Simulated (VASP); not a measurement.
Input:

```yaml
crystal:
  lattice:
    - [0.00000, 3.32196, 3.32196]
    - [3.32196, 0.00000, 3.32196]
    - [3.32196, 3.32196, 0.00000]
  atoms:
    - { symbol: Sr, position: [0.00000, 0.00000, 0.00000] }
    - { symbol: Te, position: [0.50000, 0.50000, 0.50000] }
```

These are r2SCAN meta-GGA, VASP's PBE PAW potentials (set 64) (plane waves; VASP) values and carry that method's errors. Run with 520 eV cut-off, 7×7×7 Γ-centred mesh, Gaussian smearing of 0.050 eV, potentials Sr_sv Te.

**Question.** Give the stress tensor in GPa (positive for a compressed cell).

**Answer.** 
```
1.14  0.00  0.00
0.00  1.14  0.00
0.00  0.00  1.14
```
The pressure is its mean diagonal, 1.14 GPa.

The compound is SrTe in the rock salt structure. This cell is one point of a volume scan, at 0.97 of the reference volume.
